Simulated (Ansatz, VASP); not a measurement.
# Mg2CdS3 in VASP and in Ansatz

INCAR

```
PREC = Accurate ; ENCUT = 520
EDIFF = 1E-6 ; ISMEAR = 0
SIGMA = 0.1 ; LREAL = F
LASPH = T ; NELM = 100
ALGO = Normal ; ISIF = 2
LWAVE = F ; LCHARG = F
GGA = PE ; NBANDS = 26
```

KPOINTS

```
regular mesh
0
Gamma
  6 6 6
```

File POSCAR:

```
Mg2CdS3
1.0
   -1.9652988200      1.9652988200      8.3380567300
    1.9652988200     -1.9652988200      8.3380567300
    1.9652988200      1.9652988200     -8.3380567300
Mg Cd S
2 1 3
Direct
    0.8333333300      0.8333333300      0.0000000000
    0.1666666700      0.1666666700      0.0000000000
    0.5000000000      0.5000000000      0.0000000000
    0.5833333300      0.0833333300      0.5000000000
    0.2500000000      0.7500000000      0.5000000000
    0.9166666700      0.4166666700      0.5000000000
```

Input for Ansatz:

```yaml
crystal:
  lattice:
    - [-1.96529882, 1.96529882, 8.33805673]
    - [1.96529882, -1.96529882, 8.33805673]
    - [1.96529882, 1.96529882, -8.33805673]
  atoms:
    - { symbol: Mg, position: [0.83333333, 0.83333333, 0.0] }
    - { symbol: Mg, position: [0.16666667, 0.16666667, 0.0] }
    - { symbol: Cd, position: [0.5, 0.5, 0.0] }
    - { symbol: S, position: [0.58333333, 0.08333333, 0.5] }
    - { symbol: S, position: [0.25, 0.75, 0.5] }
    - { symbol: S, position: [0.91666667, 0.41666667, 0.5] }
basis:
  ecutwfc: 420
kpoints:
  mp_grid: { grid: [6, 6, 6] }
hamiltonian:
  xc: pbe
scf:
  occupations: { method: gaussian, width: 0.1 }
  lower_state_search: "off"
output:
  forces: true
  stress: true
  eigenvalues: true
```

Alike in both runs: task single point; functional PBE; k mesh 6 × 6 × 6; occupations gaussian, width 0.1 eV; no spin polarisation.

|  | VASP | Ansatz |
| --- | --- | --- |
| version | VASP 6.6.1 | Ansatz 0.2.0 |
| potentials or method | VASP PAW PBE potentials, release 64 (Mg, Cd, S) | scalar-relativistic, plane waves, PAW |
| plane-wave cutoff (eV) | 520 | 420 |
| valence electrons in the cell | 34 | 58 |

|  | VASP | Ansatz | Ansatz less VASP |
| --- | --- | --- | --- |
| gap on the k mesh at the Fermi level (eV) | 2.80 | 2.79 | -0.006 |
| least direct gap on the mesh (eV) | 2.80 | 2.79 | -0.006 |
| pressure (GPa) | 8.5 | 8.4 | -0.13 |
| largest component of the traceless stress (GPa) | 0.11 | 0.10 | -0.001 |
| rms of the force components (eV/Å) | 0.381 | 0.357 | -0.0245 |

Atom by atom the forces differ by 0.025 eV/Å (rms over components). The two sets of potentials don't hold the same shells in valence.

Caveats: forces of over 1 eV/Å show positions far from the minimum, so gaps and moduli don't describe the material at rest. A k mesh can miss the band edges.
